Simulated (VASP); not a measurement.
Here is the system:

```xyz
4
Lattice="3.9904 0.0000 0.0000 -1.9952 3.4558 0.0000 0.0000 0.0000 4.8640" Properties=species:S:1:pos:R:3 pbc="T T T"
Y      0.0000     2.3039     3.6480
Y      1.9952     1.1519     1.2160
N      0.0000     2.3039     1.2160
N      1.9952     1.1519     3.6480
```

Method: PBEsol GGA, VASP's PBE PAW potentials (set 64) (plane waves; VASP). Numerical set-up: 520 eV cut-off, Gaussian smearing of 0.050 eV, potentials Y_sv N.

**Question.** Predict the band gap (along the path) with the smallest direct gap where there is one.

**Answer.** 
| Quantity | Result |
|---|---|
| band gap (along the path) | 0.61 eV |
| smallest direct gap (along the path) | 0.85 eV |

The structure comes from a computed database's YN entry (P6_3/mmc); how it stands against other phases isn't given here. It was relaxed first.
